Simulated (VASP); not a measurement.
Here is the system:

```
CELL_PARAMETERS angstrom
      4.05326     0.00000     0.00000
     -2.02663     3.51023     0.00000
      0.00000     0.00000     3.79938
ATOMIC_POSITIONS crystal
  Tm 0.00000 0.00000 0.00000
  P  0.66667 0.33333 0.50000
  Pt 0.33333 0.66667 0.50000
```

Computed with PBEsol GGA, VASP's PBE PAW potentials (set 64) (plane waves; VASP 6.6.1). Numerical set-up: 400 eV cut-off, Gaussian smearing of 0.050 eV, potentials Tm_3 P Pt.

The 4f electrons are frozen in the core of the lanthanide potential, so 4f levels, which can set the real gap, and their magnetism are missing.

Q: Give the energies of bands 5 to 15 at the high-symmetry points, in eV from the Fermi level.

A: 
```tsv
band	Γ	M	K	A	L	H
5	-6.25	-7.20	-6.37	-6.42	-6.18	-6.75
6	-6.25	-4.91	-5.56	-6.42	-5.77	-5.33
7	-4.92	-4.57	-4.96	-5.77	-4.80	-4.43
8	-3.50	-4.47	-4.47	-4.07	-3.78	-4.43
9	-3.50	-4.09	-4.25	-4.07	-3.78	-3.59
10	-1.46	-3.86	-3.49	-2.41	-2.75	-2.95
11	-0.42	-1.53	-2.63	1.61	-2.38	-2.45
12	0.10	-0.26	0.78	1.61	-1.56	-1.40
13	0.10	0.87	1.32	2.30	-0.63	-0.31
14	2.66	3.84	2.52	3.05	3.82	4.41
15	3.52	3.94	2.68	3.05	4.18	4.46
```

It has no gap at this level: it comes out as a metal or semimetal.

The structure comes from a computed database's TmPPt entry (P-6m2); how it stands against other phases isn't given here. It was relaxed first.
